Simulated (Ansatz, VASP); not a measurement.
## Two plane-wave programs on Mg2C

```
CELL_PARAMETERS angstrom
0.00000 2.71094 2.71094
2.71094 0.00000 2.71094
2.71094 2.71094 0.00000
ATOMIC_POSITIONS crystal
C 0.00000 0.00000 0.00000
Mg 0.25000 0.25000 0.25000
Mg 0.75000 0.75000 0.75000
```

The cell was built by a generator and needn't be a form met in nature.

Alike in both runs: task single point; functional PBE; k mesh 8 × 8 × 8; occupations fermi-dirac, width 0.02 eV; no spin polarisation.

```csv
,VASP,Ansatz
version,VASP 6.6.1,Ansatz 0.2.0
potentials or method,"VASP PAW PBE potentials, release 64 (C, Mg)","plane waves, PAW"
plane-wave cutoff (eV),520,420
valence electrons in the cell,8,24
```

```csv
,VASP,Ansatz,Ansatz less VASP
gap on the k mesh at the Fermi level (eV),0.74,0.75,+0.009
pressure (GPa),1.8,2.0,+0.16
```

The two sets of potentials don't hold the same shells in valence.

A k mesh can miss the band edges. Expect the measured gap to be larger: semilocal functionals such as PBE lack the derivative discontinuity.
